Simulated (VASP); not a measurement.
Consider the following.

```
CELL_PARAMETERS angstrom
     -1.89782     1.89782     4.78028
      1.89782    -1.89782     4.78028
      1.89782     1.89782    -4.78028
ATOMIC_POSITIONS crystal
  Ti 0.75000 0.25000 0.50000
  Ti 0.00000 0.00000 0.00000
  O  0.54168 0.04168 0.50000
  O  0.79168 0.79168 0.00000
  O  0.20832 0.20832 0.00000
  O  0.95832 0.45832 0.50000
```

All values below come from PBE GGA with D3 dispersion (Becke-Johnson damping), VASP's PBE PAW potentials (set 64) (plane waves; VASP 6.6.1). Settings: 520 eV cut-off, Gaussian smearing of 0.050 eV, potentials Ti_sv O.

### Question
Give the energies of bands 14 to 27 at the high-symmetry points, in eV from the valence-band maximum.

### Answer

```csv
band,Γ,X,P,N,M,S,R
14,-3.80,-4.43,-4.32,-4.24,-3.71,-3.76,-4.59
15,-3.80,-4.21,-4.26,-3.67,-3.67,-3.75,-3.93
16,-3.42,-4.21,-4.26,-3.65,-3.67,-3.67,-3.93
17,-2.06,-3.77,-3.79,-3.42,-2.03,-2.95,-3.62
18,-2.06,-3.77,-3.79,-2.17,-2.03,-2.94,-3.62
19,-2.02,-2.65,-2.98,-2.07,-1.36,-2.22,-2.75
20,-0.79,-2.65,-2.98,-1.96,-1.36,-1.86,-2.75
21,-0.79,-2.07,-1.61,-1.95,-1.28,-1.20,-1.91
22,-0.79,-2.07,-1.61,-0.95,-1.28,-0.94,-1.91
23,-0.48,-0.05,-0.24,-0.88,-0.14,-0.90,-0.09
24,-0.48,-0.05,-0.24,-0.66,-0.14,-0.85,-0.09
25,2.07,3.27,3.50,3.17,2.41,3.15,3.24
26,2.78,3.27,3.50,3.47,2.41,3.41,3.24
27,3.90,3.74,3.53,3.48,3.69,3.49,3.68
```

The gap is indirect, 2.07 eV, from the valence maximum at Γ-X at 0.89 to the conduction minimum at Γ.

The compound is TiO2 in the anatase structure, one of several forms; rutile is the usual stable one. It was relaxed first.
